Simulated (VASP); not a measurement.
```xyz
2
Lattice="1.7782 -3.0800 0.0000 1.7782 3.0800 0.0000 0.0000 0.0000 5.5223" Properties=species:S:1:pos:R:3 pbc="T T T"
Tm     1.7782     1.0267     1.3806
Tm     1.7782    -1.0267     4.1417
```

The numbers are results of r2SCAN meta-GGA, VASP's PBE PAW potentials (set 64) (plane waves; VASP 6.6.1), not measurements. Settings: 480 eV cut-off, 12×12×6 Γ-centred mesh, first-order Methfessel-Paxton smearing of 0.10 eV, potentials Tm_3.

The 4f electrons are frozen in the core of the lanthanide potential, so 4f levels, which can set the real gap, and their magnetism are missing. Energy and stress use the plane-wave basis of the starting cell.

### Question
The ions, cell shape and volume at an external pressure of 5.0 GPa are relaxed. Which structure does the run end with?

### Answer

```xyz
2
Lattice="1.7295 -2.9956 0.0000 1.7295 2.9956 0.0000 0.0000 0.0000 5.3270" Properties=species:S:1:pos:R:3 pbc="T T T"
Tm     1.7295     0.9986     1.3317
Tm     1.7295    -0.9986     3.9952
```
Space group P6_3/mmc (194), at a tolerance of 0.03 Å.

### Question
How do energy and volume change from the first to the last step?

### Answer
The energy (σ→0) changes by +37.4 meV/atom and the volume by -8.7 %, in 6 ionic steps.

```tsv
step	E(σ→0) (eV)	max force (eV/Å)	pressure (GPa)	volume (Å³)
1	-70.2362	0.000	0.00	60.49
2	-70.0556	0.000	8.18	52.59
3	-70.1583	0.000	5.10	55.10
4	-70.1616	0.000	4.99	55.21
5	-70.1616	0.000	4.98	55.20
6	-70.1615	0.000	4.98	55.20
```

The compound is Tm in the hcp structure. This run relaxes it under an external pressure of 5 GPa. Symmetry was kept, so distortions that lower it aren't found.
